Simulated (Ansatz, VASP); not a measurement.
# Se (Selenium) in two plane-wave programs

Aim: how closely do two programs agree when they are given the same cell, functional and k mesh? The cell is taken from a series of runs on this material, whose earlier steps may have relaxed, scaled, displaced or heated it; both programs get it as it stands.

Program: Ansatz 0.2.0. Level of theory: plane waves, with VASP 6.6.1 beside it; PBE. Results are calculated unless marked as measured.

## Step 1: Set-up

It takes space group P3_121 (No. 152, trigonal). Conventional cell: a = 4.068 Å, b = 4.068 Å, c = 5.127 Å, α = 90.00°, β = 90.00°, γ = 120.00°. Nearest to Se lie 2 Se at 2.44 Å.

Coordinates:

```cif
data_structure
_symmetry_space_group_name_H-M 'P3_121'
_symmetry_Int_Tables_number 152
_cell_length_a 4.0683
_cell_length_b 4.0683
_cell_length_c 5.1274
_cell_angle_alpha 90.000
_cell_angle_beta 90.000
_cell_angle_gamma 120.000
_cell_volume 73.49
loop_
_atom_site_label
_atom_site_type_symbol
_atom_site_symmetry_multiplicity
_atom_site_Wyckoff_symbol
_atom_site_fract_x
_atom_site_fract_y
_atom_site_fract_z
_atom_site_occupancy
Se1 Se 3 a 0.24731 0.00000 0.33333 1
```

## Step 2: VASP: single point, PBE

A single point takes one fixed geometry, so differences don't come from the geometry; what else differs is listed under the comparison.

Lines of VASP's logs that name or quote its potential files are left out, and so is its time.

INCAR

```
SYSTEM = Se
PREC = Accurate
ENCUT = 500
EDIFF = 1E-06
NELM = 120
ISMEAR = -1
SIGMA = 0.02
LREAL = .FALSE.
ALGO = Normal
GGA = PE
NBANDS = 15
LORBIT = 11
LWAVE = .FALSE.
LCHARG = .FALSE.
ISIF = 2
LASPH = .TRUE.
GGA_COMPAT = .FALSE.
EFERMI = MIDGAP
```

POSCAR

```
Se
1.0
    4.0682621775      0.0000000000      0.0000000000
   -2.0341310888      3.5232183950      0.0000000000
    0.0000000000      0.0000000000      5.1274373202
Se
3
Direct
    0.2473091893      0.0000000000      0.3333333333
    0.0000000000      0.2473091893      0.6666666667
    0.7526908107      0.7526908107      0.0000000000
```

KPOINTS

```
Automatic mesh
0
Gamma
6 6 4
0 0 0
```

PAW data sets: Se (PBE family, release 64).

On the command line:

```console
$ mpirun -np 1 vasp_std
```

Numbers of over 12 decimals in the logs are rounded to 6 here.

Output:

```text
[banner, memory and clock lines left out]
running    1 mpi-ranks, on    1 nodes
 distrk:  each k-point on    1 cores,    1 groups
 distr:  one band on    1 cores,    1 groups

 POSCAR found type information on POSCAR Se
 POSCAR found :  1 types and       3 ions
 LDA part: xc-table for (Slater+PW92), standard interpolation
 POSCAR, INCAR and KPOINTS ok, starting setup
 FFT: planning ... GRIDC
 FFT: planning ... GRID_SOFT
 FFT: planning ... GRID
 WAVECAR not read
 entering main loop
       N       E                     dE             d eps       ncg     rms          rms(c)
DAV:   1     0.786363381139E+02    0.78636E+02   -0.71081E+03   720   0.976E+02
DAV:   2    -0.561204463999E+01   -0.84248E+02   -0.80536E+02   951   0.156E+02
DAV:   3    -0.104442180391E+02   -0.48322E+01   -0.48145E+01   846   0.437E+01
DAV:   4    -0.104766096703E+02   -0.32392E-01   -0.32385E-01   937   0.427E+00
DAV:   5    -0.104768290383E+02   -0.21937E-03   -0.21937E-03   895   0.343E-01    0.691E+00
DAV:   6    -0.104341328802E+02    0.42696E-01   -0.30371E-02   853   0.118E+00    0.427E+00
DAV:   7    -0.104215644857E+02    0.12568E-01   -0.60578E-02   860   0.165E+00    0.181E-01
DAV:   8    -0.104208278479E+02    0.73664E-03   -0.92810E-03   783   0.618E-01    0.104E-01
DAV:   9    -0.104209071918E+02   -0.79344E-04   -0.25139E-04   993   0.112E-01    0.354E-02
DAV:  10    -0.104209333604E+02   -0.26169E-04   -0.41804E-05   867   0.469E-02    0.763E-03
DAV:  11    -0.104209352677E+02   -0.19073E-05   -0.88891E-06   965   0.189E-02    0.374E-03
DAV:  12    -0.104209349833E+02    0.28441E-06   -0.20693E-06   700   0.962E-03
   1 F= -.10420935E+02 E0= -.10420935E+02  d E =-.418024E-07
```

Parts of OUTCAR (step 2):

```text
ion  position               nearest neighbor table
   1  0.247  0.000  0.333-   3 2.44   2 2.44
   2  0.000  0.247  0.667-   3 2.44   1 2.44
   3  0.753  0.753  0.000-   1 2.44   2 2.44

  LATTYP: Found a hexagonal cell.
 ALAT       =     4.0682621775
 C/A-ratio  =     1.2603507583

 Subroutine GETGRP returns: Found  6 space group operations
 (whereof  2 operations were pure point group operations)

The static configuration has the point symmetry C_2 .
 The point group associated with its full space group is D_3 .

 Found     24 irreducible k-points:

   k-points           NKPTS =     24   k-points in BZ     NKDIM =     24   number of bands    NBANDS=     15

   dimension x,y,z NGX =    30 NGY =   30 NGZ =   40
   dimension x,y,z NGXF=    60 NGYF=   60 NGZF=   80

   ENCUT  =  500.0 eV  36.75 Ry    6.06 a.u.   7.42  7.42  9.35*2*pi/ulx,y,z

   NELECT =      18.0000    total number of electrons

 k-points in reciprocal lattice and weights: Automatic mesh
   0.00000000  0.00000000  0.00000000       0.007
   0.16666667  0.00000000  0.00000000       0.042
   0.33333333 -0.00000000  0.00000000       0.042
   0.50000000  0.00000000  0.00000000       0.021
   0.16666667  0.16666667  0.00000000       0.042
   0.33333333  0.16666667  0.00000000       0.083
   0.33333333  0.33333333  0.00000000       0.014
   0.00000000  0.00000000  0.25000000       0.014
   0.16666667  0.00000000  0.25000000       0.042
[...]
0.33333333  0.16666667  0.50000000       0.083
   0.33333333  0.33333333  0.50000000       0.014

 average (electrostatic) potential at core
       1 -55.2983       2 -55.2983       3 -55.2983

 E-fermi :   3.9445

 k-point     1 :       0.0000    0.0000    0.0000
  band No.  band energies     occupation
    ...
      5       0.2400      2.00000
      6       0.2400      2.00000
      7       1.8138      2.00000
      8       1.8138      2.00000
      9       3.1547      2.00000
     10       5.1529      0.00000
     11       5.1529      0.00000
     12       5.7422      0.00000
     13      10.0925      0.00000
     14      10.0925      0.00000
    ...

 k-point     2 :       0.1667    0.0000    0.0000
  band No.  band energies     occupation
    ...
      5      -0.3465      2.00000
      6       0.1460      2.00000
      7       2.0412      2.00000
      8       2.4653      2.00000
      9       2.9711      2.00000
     10       5.0200      0.00000
     11       5.1520      0.00000
     12       5.8176      0.00000
     13       9.6726      0.00000
     14      10.0308      0.00000
    ...

 k-point     3 :       0.3333   -0.0000    0.0000
  band No.  band energies     occupation
    ...
      5      -0.9979      2.00000
      6      -0.2038      2.00000
      7       1.2127      2.00000
      8       2.2850      2.00000
      9       2.7706      2.00000
     10       5.1685      0.00000
     11       5.3908      0.00000
     12       6.9858      0.00000
     13       8.6028      0.00000
     14      10.9454      0.00000
    ...

  Total        1.1893499      1.1893499      1.1886408     -0.0000000      0.0000000     -0.0000000
  in kB       25.9281409     25.9281409     25.9126811     -0.0000000      0.0000000     -0.0000000
  external PRESSURE =      25.9229876 kB  Pullay stress =       0.0000000 kB

  energy-cutoff  :      500.00
  volume of cell :       73.49
      direct lattice vectors                 reciprocal lattice vectors
     4.068262178  0.000000000  0.000000000     0.245805200  0.141915699  0.000000000
    -2.034131089  3.523218395  0.000000000     0.000000000  0.283831397  0.000000000
     0.000000000  0.000000000  5.127437320     0.000000000  0.000000000  0.195029200

 POSITION                                       TOTAL-FORCE (eV/Angst)
 -----------------------------------------------------------------------------------
      1.00612      0.00000      1.70915         0.011270      0.000000     -0.000000
     -0.50306      0.87132      3.41829        -0.005635      0.009760      0.000000
      1.53107      2.65189      0.00000        -0.005635     -0.009760      0.000000
 -----------------------------------------------------------------------------------
    total drift:                               -0.000001     -0.000001      0.000000

  FREE ENERGIE OF THE ION-ELECTRON SYSTEM (eV)
  ---------------------------------------------------
  free  energy   TOTEN  =       -10.4209349833 eV

  energy  without entropy=      -10.4209349415  energy(sigma->0) =      -10.42093496

 total charge
# of ion       s       p       d       tot
------------------------------------------
    1        1.523   2.143   0.055   3.722
    2        1.523   2.143   0.055   3.722
    3        1.523   2.143   0.055   3.722
--------------------------------------------------
tot          4.568   6.430   0.166  11.165

[... 3 further parts left out ...]
```

The run ends at a pressure of 2.59 GPa, with forces up to 0.011 eV/Å.

## Step 3: Ansatz: single point, PBE

Ansatz runs on its PAW soft_1 files.

The same cell, functional, mesh and smearing now go to Ansatz, which takes its cutoff from its data sets.

input.yaml

```yaml
crystal:
  lattice:
    - [4.0682621775, 0.0, 0.0]
    - [-2.0341310888, 3.523218395, 0.0]
    - [0.0, 0.0, 5.1274373202]
  atoms:
    - { symbol: Se, position: [0.2473091893, 0.0, 0.3333333333] }
    - { symbol: Se, position: [0.0, 0.2473091893, 0.6666666667] }
    - { symbol: Se, position: [0.7526908107, 0.7526908107, 0.0] }
kpoints:
  mp_grid: { grid: [6, 6, 4] }
  band_path:
    path:
      - [[0.0, 0.0, 0.0], [0.5, 0.0, 0.0], [0.33333333, 0.33333333, 0.0], [0.0, 0.0, 0.0], [0.0, 0.0, 0.5], [0.5, 0.0, 0.5], [0.33333333, 0.33333333, 0.5], [0.0, 0.0, 0.5]]
      - [[0.5, 0.0, 0.5], [0.5, 0.0, 0.0]]
      - [[0.33333333, 0.33333333, 0.5], [0.33333333, 0.33333333, 0.0]]
    npoints: 10
hamiltonian:
  xc: pbe
  pseudopotentials: { kind: paw, azcp: { folder: soft_1 } }
scf:
  occupations: { method: fermi_dirac, width: 0.02 }
  n_extra_bands: 5
output:
  eigenvalues: true
  forces: true
  stress: true
  write_density: true
  write_potential: true
  elf: true
  volumetric_format: npy
```

On the command line:

```console
$ ansatz run input.yaml --threads 3 --pin off --max-ram 92160MiB --backend cuda --events-out ev --progress --plain --runs-dir out --devices 1 --max-vram 13GiB
```

Output:

```text
scf.n_extra_bands = 5 over 24 filled bands (N_el = 48.0): the run solves 29 bands
GPUs: using 1 of 1 available (devices: 1).
Engine: ansatz 0.2.0, x86_64-unknown-linux-gnu
Pseudopotentials: kind: paw
Pseudopotential: Se, paw, valence charge 16, recommended cutoff 420 eV (normal), soft_1/Se.paw.azcp
Functional definition: PBE
  parameter kappa = 0.804
  parameter beta = 0.066725
  exchange = pbe_x(kappa = kappa, mu = beta*pi^2/3)
  correlation = pbe_c(beta = beta)
device memory: the entry about to start is reckoned to put 1.1 GiB on a device that reports 42.4 GiB free (of which the cap on the GPU budget leaves the run 13.0 GiB)
GPU FFT provider: cuFFT
GPU libraries: cuBLAS 13.8.2, cuFFT 12.4.0, cuSOLVER 12.3.4
Crystal: 3 atoms, lattice volume = 73.493 Å³
Basis set: ecut = 420 eV, 1421 PW (Γ), exchange–correlation on 60×60×72 points (8 copies of the dense FFT grid, shifted against one another)
Bands: 29, of which v1, the nominal top of the filled ones, is band 24 counted from 1 (23 counted from 0)
Symmetry: 6 space group operations
Space group: P3121 (ITA 152), of the structure as read, at distance tolerance 4.2e-5 Å
k-points: 24 of 144 (time reversal used)
Non-local potential: Se, projectors of the file, l = 0: 2, l = 1: 2, l = 2: 3, l = 3: 1
PAW form: soft (Blöchl's): semilocal exchange-correlation on the pseudo side does not see the compensation charge
PAW one-centre angular grid: Se, 590 points (default); XC on 64 Gauss nodes
Initial density: superposition of atomic densities (chi_scale 0.1, normalization cell)
Initial wavefunctions: pseudopotential atomic-orbital guess
GPU buffer pool allocated for 32400 grid points (all kernels)
GPU transforms: local potential and band sums: pruned to the plane-wave sphere, on 27×27×36
Functional: x = pbe(κ = 0.804, μ = 0.219515), c = pbe(β = 0.066725)
SCF iter   1: F=—  HF=-16407.230329 eV  |F-HF|=—  |Δ(HF+E_count)|=         —  Δρ=2.67e-2  dr2=3.12e-1  ethr=3.10e-3  ⟨swp⟩=6.3  Hψ=2887  notcnv=0
preconditioner: auto → Resta (q_TF=auto, 2.541 Å⁻¹)  ε∞=4.1  [insulator: Δε(μ)=0.647 eV  Ē_g=10.409 eV  σ=0.020 eV  W_gap=1.00  n_scr=22 (ndim 8)  ℏωp=18.4 eV  f_vac=0.021  D(μ)=0.00/eV (n_scr^D=0)  ε∞_Penn≈4.1]
SCF iter   2: F=—  HF=-16407.188204 eV  |F-HF|=—  |Δ(HF+E_count)|=   4.21e-2  Δρ=1.49e-2  dr2=9.83e-2  ethr=6.49e-4  ⟨swp⟩=2.0  Hψ=1008  notcnv=0
SCF iter   3: F=—  HF=-16407.177198 eV  |F-HF|=—  |Δ(HF+E_count)|=   1.10e-2  Δρ=1.48e-3  dr2=1.21e-3  ethr=2.05e-4  ⟨swp⟩=2.5  Hψ=991  notcnv=0
SCF iter   4: F=—  HF=-16407.178013 eV  |F-HF|=—  |Δ(HF+E_count)|=   8.15e-4  Δρ=4.40e-4  dr2=1.01e-4  ethr=2.52e-6  ⟨swp⟩=2.0  Hψ=1392  notcnv=0
SCF iter   5: F=—  HF=-16407.177942 eV  |F-HF|=—  |Δ(HF+E_count)|=   7.05e-5  Δρ=1.71e-4  dr2=2.34e-5  ethr=2.10e-7  ⟨swp⟩=2.0  Hψ=1272  notcnv=0
SCF iter   6: F=—  HF=-16407.178077 eV  |F-HF|=—  |Δ(HF+E_count)|=   1.35e-4  Δρ=4.38e-5  dr2=1.62e-6  ethr=4.88e-8  ⟨swp⟩=2.0  Hψ=912  notcnv=0
SCF iter   7: F=-16407.178081 eV  HF=-16407.178081 eV  |F-HF|=8.59e-8  |Δ(HF+E_count)|=   3.15e-6  Δρ=9.71e-6  dr2=5.24e-8  ethr=2.08e-10  ⟨swp⟩=8.2  Hψ=5867  notcnv=0
SCF 1 converged in 7 iterations: F = -16407.178081 eV  dr2 = 5.24e-8
  greatest PAW one-centre occupation: 1.000 electrons in one spin orbital (limit 2), on the Se atom at site 2 (counted from 0), in its partial waves of l = 2
device memory: the entry about to start is reckoned to put 2.6 GiB on a device that reports 44.9 GiB free (of which the cap on the GPU budget leaves the run 13.0 GiB)
NSCF: frozen V_eff on 93 k-points, pencils in batches of 32, up to order 128
SCF converged after 7 iterations
Free energy (F): -16407.178081 eV
Harris-Foulkes:  -16407.178081 eV  (|F-HF|=8.59e-8)
Internal energy: -16407.178081 eV  (E = F + TS)
E sigma→0 (E₀):  -16407.178081 eV
Entropy (-TS):   -0.000000 eV (-0.000 meV/atom)
Fermi energy:    8.222763 eV
--- Per-component energies (eV) ---
  E_band       = -1181.407727
  E_kinetic    = 328.669097
  E_local      = -7874.859931  (includes V_loc(G=0)·N_el)
  E_nonlocal   = -1060.340431
  E_hartree    = 4130.592016
  E_xc         = -253.981526
  E_vxc        = -269.357890  (∫ρ·V_xc dr)
  E_paw        = -6391.186273  (= ΣΔE_a)
  E_vpaw       = -566.698499  (= ΣTr[D̂ρ^β])
  E_aug_tail   = -0.001142  (compensation charges beyond the density's cutoff)
  E_ewald      = -5286.069890
  E_smearing   = -0.000000  (= −TS)
  E_closure    = 0.000000  (closes the sum)
  Σ components = -16407.178081   (vs F -16407.178081, Δ=0.00e0)
--- Forces (eV/Å), atoms counted from 1 ---
  atom   1  Se    -0.00902372    -0.00000000    -0.00000000
  atom   2  Se     0.00451186    -0.00781477     0.00000000
  atom   3  Se     0.00451186     0.00781477     0.00000000
  max |Σ_I F_I| component: 6.94e-18 eV/Å
--- Stress (GPa, compression-positive) ---
        2.505610       0.000000       0.000000
        0.000000       2.505610      -0.000000
        0.000000      -0.000000       2.442563
  P = ⅓ Tr σ = 2.4846 GPa (24.846 kbar)
--- Band table (eV; the first three rows and the last of 24) ---
  k-point 0: bands = [... 20 lower, 4.5121, 6.0935, 6.0935, 7.4309, 9.4295, 9.4295, 10.0128, 14.3872, ... 1 higher]
  k-point 1: bands = [... 20 lower, 4.9443, 6.1402, 6.3727, 7.1989, 9.0790, 9.1223, 9.4737, 14.1553, ... 1 higher]
  k-point 2: bands = [... 20 lower, 4.8605, 6.5859, 6.6145, 6.6145, 8.9019, 8.9192, 8.9192, 13.6713, ... 1 higher]
  k-point 23: bands = [... 20 lower, 2.5144, 6.8186, 7.9472, 7.9472, 8.4838, 10.1920, 10.1920, 15.1419, ... 1 higher]
```

## Step 4: Differences

Known differences besides the potentials themselves: the data sets hold 48 valence electrons in Ansatz (on its PAW soft_1 files) and 18 in VASP; the cutoff is 420 eV in Ansatz and 500 eV in VASP. Total energies have different zeros and are not compared.

The two programs side by side:

| quantity | Ansatz | VASP | difference |
| --- | --- | --- | --- |
| pressure (GPa) | 2.48 | 2.59 | -0.11 |
| gap on the k mesh (eV) | 0.537 | 0.528 | +0.008 |

The largest component of a force difference here is 20 meV/Å. A gap on the mesh is an upper bound, since the band edges may lie between its points.

## Step 5: What came out

* difference in gap on the k mesh (single point, PBE): 0.0082 eV
* r.m.s. force difference (single point, PBE): 12 meV/Å

In words: The r.m.s. force difference is 12 meV/Å (single point, PBE), at about the 12 meV/Å picked in this series as the mark of a large difference. The data sets hold unlike numbers of valence electrons (48 in Ansatz and 18 in VASP), so part of the differences may come from the potentials. How closely two codes agree says nothing of how well the functional describes the real material.

[Lines on the potential files, build, host, timing and source positions are cut from VASP's logs without a mark.]

[Logs are printed without paths, hosts, clocks, repeated set-up lines and the standing remarks that a program may print on its own settings, such as how far it seeks lower states.]

[Hosts, paths, dates, database ids (printed as entryN), source tags and the programs' standing remarks are cut or masked in the printed files.]
